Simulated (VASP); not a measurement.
A convergence study with VASP on Nb (bcc): one setting is varied, all else stays as given below, so the limit is that of these other settings.

```
Nb
1.0
   -1.65000     1.65000     1.65000
    1.65000    -1.65000     1.65000
    1.65000     1.65000    -1.65000
Nb
1
Direct
  0.00000   0.00000   0.00000
```

The numbers are results of LDA (Ceperley-Alder, Perdew-Zunger), VASP's LDA PAW potentials (set 64) (plane waves; VASP 6.6.1), not measurements. The tightest run used: 550 eV cut-off, 25×25×25 Γ-centred mesh, tetrahedra with Blöchl corrections, potentials Nb_sv.

```json
[
 {"setting": "3×3×3 mesh", "E (eV/atom)": "-11.4934", "pressure (GPa)": "-10.18", "irreducible k-points": "4"},
 {"setting": "4×4×4 mesh", "E (eV/atom)": "-11.3418", "pressure (GPa)": "-7.90", "irreducible k-points": "8"},
 {"setting": "5×5×5 mesh", "E (eV/atom)": "-11.3206", "pressure (GPa)": "-10.55", "irreducible k-points": "10"},
 {"setting": "6×6×6 mesh", "E (eV/atom)": "-11.3109", "pressure (GPa)": "-11.05", "irreducible k-points": "16"},
 {"setting": "7×7×7 mesh", "E (eV/atom)": "-11.2956", "pressure (GPa)": "-9.40", "irreducible k-points": "20"},
 {"setting": "8×8×8 mesh", "E (eV/atom)": "-11.2705", "pressure (GPa)": "-9.26", "irreducible k-points": "29"}
]
```

Question: These are the cheaper rows. Estimate the results at 25×25×25 mesh, and how far the last row shown lies from them.

Answer: 
```json
[
 {"quantity": "E (eV/atom)", "tightest run": "-11.2332", "last row shown is off by": "-0.0372"},
 {"quantity": "pressure (GPa)", "tightest run": "-8.57", "last row shown is off by": "-0.68"}
]
```

Left out are rungs that failed or repeat a setting and relaxations that didn't move; long series are thinned to 24 rows.

The compound is Nb in the bcc structure. The cell was not relaxed at this level.
